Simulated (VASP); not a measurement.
Given:

```
WS2
1.0
    1.62454    -2.81379     0.00000
    1.62454     2.81379     0.00000
    0.00000     0.00000    14.07492
W S
2 4
Cartesian
  1.62454   0.93793   3.51873
  1.62454  -0.93793  10.55619
  1.62454   0.93793  12.15864
  1.62454  -0.93793   5.12118
  1.62454  -0.93793   1.91628
  1.62454   0.93793   8.95374
```

Method: PBE GGA, VASP's PBE PAW potentials (set 64) (plane waves; VASP 6.6.1). Numerical set-up: 520 eV cut-off, 8×8×2 Γ-centred mesh, Gaussian smearing of 0.050 eV, potentials W_sv S.

Without a dispersion term in the relaxation, distances and binding between the weakly bound layers, chains or molecules are unreliable, and so is what depends on them.

Q: The ions and cell shape at fixed volume are relaxed. Which structure does the run end with?

A: 
```
WS2
1.0
    1.59392    -2.76075     0.00000
    1.59392     2.76075     0.00000
    0.00000     0.00000    14.62092
W S
2 4
Direct
  0.33333   0.66667   0.25000
  0.66667   0.33333   0.75000
  0.33333   0.66667   0.85746
  0.66667   0.33333   0.35746
  0.66667   0.33333   0.14254
  0.33333   0.66667   0.64254
```
Space group P6_3/mmc (194), at a tolerance of 0.03 Å.

Q: How much energy does the relaxation gain?

A: The energy (σ→0) changes by -28.5 meV/atom, in 8 ionic steps.

The compound is WS2 in the 2H layered structure. This cell is one point of a volume scan, at 1.06 of the reference volume. Symmetry was kept, so distortions that lower it aren't found.
